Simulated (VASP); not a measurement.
OSZICAR of a VASP run on KBr (rock salt):

OSZICAR:
```
       N       E                     dE             d eps       ncg     rms          rms(c)
DAV:   1     0.104019998895E+03    0.10402E+03   -0.69284E+03   384   0.117E+03
DAV:   2     0.410783556902E+00   -0.10361E+03   -0.95034E+02   444   0.268E+02
DAV:   3    -0.637422129146E+01   -0.67850E+01   -0.67352E+01   484   0.631E+01
DAV:   4    -0.662299051661E+01   -0.24877E+00   -0.24853E+00   676   0.112E+01
DAV:   5    -0.662451477823E+01   -0.15243E-02   -0.15242E-02   484   0.937E-01    0.304E+00
DAV:   6    -0.646344527914E+01    0.16107E+00   -0.26241E-01   456   0.281E+00    0.225E+00
DAV:   7    -0.645054266754E+01    0.12903E-01   -0.11670E-01   472   0.204E+00    0.110E+00
DAV:   8    -0.645800902012E+01   -0.74664E-02   -0.13294E-02   508   0.101E+00    0.145E-01
DAV:   9    -0.645836227271E+01   -0.35325E-03   -0.58889E-04   508   0.158E-01    0.838E-02
DAV:  10    -0.645880009928E+01   -0.43783E-03   -0.53670E-04   448   0.163E-01    0.269E-02
DAV:  11    -0.645880063648E+01   -0.53720E-06   -0.10788E-05   588   0.203E-02    0.964E-03
DAV:  12    -0.645880298887E+01   -0.23524E-05   -0.19859E-06   460   0.127E-02    0.152E-03
DAV:  13    -0.645880358896E+01   -0.60008E-06   -0.67061E-07   368   0.576E-03
   1 F= -.64588036E+01 E0= -.64588036E+01  d E =-.645880E+01
       N       E                     dE             d eps       ncg     rms          rms(c)
DAV:   1    -0.646815624166E+01   -0.93533E-02   -0.18882E-01   464   0.429E+00    0.562E-01
DAV:   2    -0.646134393418E+01    0.68123E-02   -0.15660E-02   504   0.116E+00    0.227E-01
DAV:   3    -0.645962580194E+01    0.17181E-02   -0.57335E-03   672   0.625E-01    0.171E-01
DAV:   4    -0.645968143650E+01   -0.55635E-04   -0.12052E-04   640   0.830E-02    0.726E-02
DAV:   5    -0.645970665858E+01   -0.25222E-04   -0.16358E-04   712   0.717E-02    0.133E-02
DAV:   6    -0.645970599095E+01    0.66763E-06   -0.33791E-06   480   0.193E-02
   2 F= -.64597060E+01 E0= -.64597060E+01  d E =-.902402E-03
       N       E                     dE             d eps       ncg     rms          rms(c)
DAV:   1    -0.646389123041E+01   -0.41846E-02   -0.88149E-02   468   0.293E+00    0.384E-01
DAV:   2    -0.646075201993E+01    0.31392E-02   -0.73076E-03   492   0.795E-01    0.153E-01
DAV:   3    -0.645996162639E+01    0.79039E-03   -0.26001E-03   656   0.424E-01    0.117E-01
DAV:   4    -0.645999030577E+01   -0.28679E-04   -0.67544E-05   668   0.571E-02    0.492E-02
DAV:   5    -0.646000424505E+01   -0.13939E-04   -0.76899E-05   708   0.494E-02    0.919E-03
DAV:   6    -0.646000393899E+01    0.30606E-06   -0.14267E-06   380   0.134E-02
   3 F= -.64600039E+01 E0= -.64600039E+01  d E =-.120035E-02
       N       E                     dE             d eps       ncg     rms          rms(c)
DAV:   1    -0.647556667063E+01   -0.15562E-01   -0.35487E-01   464   0.589E+00    0.761E-01
DAV:   2    -0.646285584284E+01    0.12711E-01   -0.29240E-02   488   0.160E+00    0.309E-01
DAV:   3    -0.645965094623E+01    0.32049E-02   -0.10799E-02   664   0.863E-01    0.233E-01
DAV:   4    -0.645975152041E+01   -0.10057E-03   -0.22575E-04   608   0.117E-01    0.985E-02
DAV:   5    -0.645979644087E+01   -0.44920E-04   -0.31325E-04   676   0.979E-02    0.188E-02
DAV:   6    -0.645979523975E+01    0.12011E-05   -0.70899E-06   572   0.272E-02    0.720E-03
DAV:   7    -0.645979541306E+01   -0.17331E-06   -0.67537E-07   356   0.498E-03
   4 F= -.64597954E+01 E0= -.64597954E+01  d E =-.991824E-03
       N       E                     dE             d eps       ncg     rms          rms(c)
DAV:   1    -0.646847317860E+01   -0.86779E-02   -0.18713E-01   456   0.428E+00    0.584E-01
DAV:   2    -0.646174617582E+01    0.67270E-02   -0.15681E-02   500   0.116E+00    0.232E-01
DAV:   3    -0.646001519104E+01    0.17310E-02   -0.53967E-03   656   0.609E-01    0.181E-01
DAV:   4    -0.646004992736E+01   -0.34736E-04   -0.13216E-04   712   0.742E-02    0.756E-02
DAV:   5    -0.646005823750E+01   -0.83101E-05   -0.16440E-04   712   0.738E-02    0.137E-02
DAV:   6    -0.646005569755E+01    0.25400E-05   -0.38324E-06   560   0.190E-02    0.529E-03
DAV:   7    -0.646005575777E+01   -0.60225E-07   -0.48201E-07   304   0.424E-03
   5 F= -.64600558E+01 E0= -.64600558E+01  d E =-.125217E-02
```

Task: Which electronic solver shows in the log?

Result: It is blocked Davidson (ALGO = Normal, or the opening steps of other solvers). The INCAR had ALGO = Normal.

Task: Can the final energy be trusted as converged?

Result: The calculation finished and met its thresholds. It stopped with EDIFF = 1E-6, NELM = 100, NSW = 60 and EDIFFG = -0.01 after 5 ionic steps (PBEsol GGA, plane waves, VASP's PBE PAW potentials (set 64)).

The compound is KBr in the rock salt structure. This run relaxes it. Symmetry was kept, so distortions that lower it aren't found.
